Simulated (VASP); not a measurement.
Data:

```yaml
crystal:
  lattice:
    - [4.82924, 0.00000, 0.00000]
    - [-1.60975, 4.55305, 0.00000]
    - [0.00000, 0.00000, 26.63360]
  atoms:
    - { symbol: Rb, position: [0.50000, 0.50000, 0.35195] }
    - { symbol: Rb, position: [0.00000, 0.00000, 0.50000] }
    - { symbol: Rb, position: [0.50000, 0.50000, 0.64805] }
```

Method: PBEsol GGA, VASP's PBE PAW potentials (set 64) (plane waves; VASP 6.6.1). Numerical set-up: PREC = Normal, 400 eV cut-off, 6×6×1 Γ-centred mesh, first-order Methfessel-Paxton smearing of 0.10 eV, potentials Rb_sv.

**Question.** Predict the energy per atom (σ→0), band gap (on the k-mesh) with the smallest direct gap where there is one.

**Answer.** 
| Item | Value |
|---|---|
| band gap (on the k-mesh) | none (metal, semimetal or under 0.01 eV) |
| energy per atom (σ→0) | -0.938 eV/atom |

Total energies compare only between runs with the same potentials, cut-off and functional.

The cell is a thin slab with vacuum, built from Rb (bcc): (110) face.
